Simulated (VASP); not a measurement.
```
CELL_PARAMETERS angstrom
      1.56702    -2.71417     0.00000
      1.56702     2.71417     0.00000
      0.00000     0.00000     3.49393
ATOMIC_POSITIONS crystal
  Zr 0.00000 0.00000 0.00000
  B  0.33333 0.66667 0.50000
  B  0.66667 0.33333 0.50000
```

Method: LDA (Ceperley-Alder, Perdew-Zunger), VASP's LDA PAW potentials (set 64) (plane waves; VASP). Numerical set-up: 520 eV cut-off, 13×13×10 Γ-centred mesh, tetrahedra with Blöchl corrections, potentials Zr_sv B.

The cores are frozen, which limits the accuracy of field gradients.

Give the principal components of the electric field gradient (V/Å²) and the asymmetry η at each nucleus.

```
atom    Vxx    Vyy   Vzz     η
----  -----  -----  ----  ----
Zr1   -22.9  -22.9  45.9  0.00
B2     -1.0   -1.0   1.9  0.00
B3     -1.0   -1.0   1.9  0.00
```

The compound is ZrB2 in the AlB2 type structure. It was relaxed first.
